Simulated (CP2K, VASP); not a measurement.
An input for CP2K (LDA (Pade form), GPW, DZVP-MOLOPT-SR-GTH basis, GTH-PADE potentials (GTH_POTENTIALS)):

```
&GLOBAL
  PROJECT scf
  RUN_TYPE ENERGY_FORCE
  PRINT_LEVEL MEDIUM
&END GLOBAL
&FORCE_EVAL
  METHOD Quickstep
  STRESS_TENSOR ANALYTICAL
  &DFT
    BASIS_SET_FILE_NAME BASIS_MOLOPT
    BASIS_SET_FILE_NAME BASIS_MOLOPT_UCL
    POTENTIAL_FILE_NAME GTH_POTENTIALS
    &QS
      METHOD GPW
      EPS_DEFAULT 1E-10
    &END QS
    &MGRID
      CUTOFF 500
      REL_CUTOFF 40
      NGRIDS 5
    &END MGRID
    &SCF
      SCF_GUESS ATOMIC
      EPS_SCF 1E-7
      MAX_SCF 100
      ADDED_MOS 5
      &DIAGONALIZATION
        ALGORITHM STANDARD
      &END DIAGONALIZATION
      &MIXING
        METHOD BROYDEN_MIXING
        ALPHA 0.3
        NBUFFER 12
      &END MIXING
      &SMEAR ON
        METHOD FERMI_DIRAC
        ELECTRONIC_TEMPERATURE [K] 1160.45
      &END SMEAR
    &END SCF
    &KPOINTS
      SCHEME MONKHORST-PACK 6 6 6
      GAMMA_CENTERED T
    &END KPOINTS
    &XC
      &XC_FUNCTIONAL PADE
      &END XC_FUNCTIONAL
    &END XC
    &PRINT
      &MO
        EIGENVALUES T
        OCCUPATION_NUMBERS T
        NDIGITS 8
        FILENAME mo
        &EACH
          QS_SCF 0
        &END EACH
        ADD_LAST NUMERIC
      &END MO
      &MULLIKEN ON
      &END MULLIKEN
    &END PRINT
  &END DFT
  &SUBSYS
    &CELL
      ABC 3.95408000 3.95408000 3.95408000
      ALPHA_BETA_GAMMA 90.00000000 90.00000000 90.00000000
      PERIODIC XYZ
    &END CELL
    &COORD
      SCALED
      La       0.50280000     0.49723700     0.50459600
      In      -0.00280000     0.00276300    -0.00459600
    &END COORD
    &KIND La
      BASIS_SET DZVP-MOLOPT-SR-GTH-q11
      POTENTIAL GTH-PADE-q11
    &END KIND
    &KIND In
      BASIS_SET DZVP-MOLOPT-SR-GTH-q13
      POTENTIAL GTH-PADE-q13
    &END KIND
  &END SUBSYS
  &PRINT
    &FORCES ON
    &END FORCES
    &STRESS_TENSOR ON
    &END STRESS_TENSOR
  &END PRINT
&END FORCE_EVAL
```

Question: Write the VASP files for the same calculation.

Answer: One set of files that does it:

KPOINTS:
```
K-points
0
Gamma
 6 6 6
```

**POSCAR**
```
LaIn
1
    3.9540800000     0.0000000000     0.0000000000
    0.0000000000     3.9540800000     0.0000000000
    0.0000000000     0.0000000000     3.9540800000
La In
1 1
Direct
  0.5028000000   0.4972370000   0.5045960000
 -0.0028000000   0.0027630000  -0.0045960000
```

INCAR:
```
! general
SYSTEM =LaIn
PREC   =Accurate
ENCUT  =300
LREAL  =.FALSE.
LASPH  =.TRUE.

! electronic loop
EDIFF  =1E-6
NELM   =100
ALGO   =Normal
LMAXMIX=6

! smearing
ISMEAR =-1
SIGMA  =0.1

! ions
ISIF   =2

! output
LWAVE  =.FALSE.
LCHARG =.FALSE.
```

POTCAR, in this order: La In_d (LDA.64 set). Program: vasp_std.

The two runs describe the same crystal, functional and task. Each code takes its own potentials, basis and convergence tests.

VASP's LDA is the Perdew-Zunger fit; the other code's may be Perdew-Wang, which differs slightly.

The structure comes from a computed database's LaIn entry; how it stands against other phases isn't given here. The cell was not relaxed at this level, and it may have been scaled.
